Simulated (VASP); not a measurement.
Write the native input for VASP 6.6.1 that does the following.

```
Task                   : single point
Functional             : r2SCAN
Potentials or basis    : VASP PAW PBE potentials, release 64 (Co, O)
Cutoff                 : 520 eV
k mesh                 : 8 × 8 × 8
Occupations            : gaussian, width 0.05 eV
Spin                   : collinear spin, ferromagnetic start
Starting moments       : [2.0, 0.0] μB
Fixed moment           : 3 μB
Hubbard terms          : Co d U = 2 eV
Further INCAR settings : ALGO = Normal; EDIFF = 1e-06
```

The structure of CoO lies in POSCAR:

```
CoO
1.0
    0.0000000000      2.1315016600      2.1315016600
    2.1315016600      0.0000000000      2.1315016600
    2.1315016600      2.1315016600      0.0000000000
Co O
1 1
Direct
    0.0000000000      0.0000000000      0.0000000000
    0.5000000000      0.5000000000      0.5000000000
```

These files were run (other wordings do the same):

INCAR

```
PREC = Accurate ; ENCUT = 520
EDIFF = 1E-6 ; ISMEAR = 0
SIGMA = 0.05 ; LREAL = F
LASPH = T ; NELM = 120
ALGO = Normal ; ISIF = 2
LWAVE = F ; LCHARG = F
ISPIN = 2 ; MAGMOM = 2 0
LORBIT = 11 ; NUPDOWN = 3
LMAXMIX = 4 ; LDAU = T
LDAUTYPE = 2 ; LDAUL = 2 -1
LDAUU = 2 0 ; LDAUJ = 0 0
LDAUPRINT = 1 ; METAGGA = R2SCAN
LMIXTAU = T
```

KPOINTS

```
Automatic mesh
0
Gamma
  8 8 8
```

Potentials or basis: VASP PAW PBE potentials, release 64 (Co, O).

Command:

```bash
$ cat potpaw_PBE.64/Co/POTCAR potpaw_PBE.64/O/POTCAR > POTCAR
$ mpirun -np 1 vasp_std > vasp.out
```

It gave:

```json
{
  "Pressure": "-7.6 GPa",
  "Net moment": "3.00 μB per cell",
  "Site moments": "Co +2.75; O +0.25 μB",
  "Valence electrons inside the program's atomic spheres": "Co 7.77; O 5.04"
}
```

Caveat: the PAW data sets were made with another functional, which shifts forces and pressure a little; the total moment is fixed, so each spin has its own Fermi level; a cell with one magnetic atom can't hold antiferromagnetic order, which such compounds often take.

It took 57 s on 1 thread of Intel(R) Xeon(R) Platinum 8375C CPU @ 2.90GHz (Ice Lake), with other jobs on the host, peak memory 0.16 GiB.
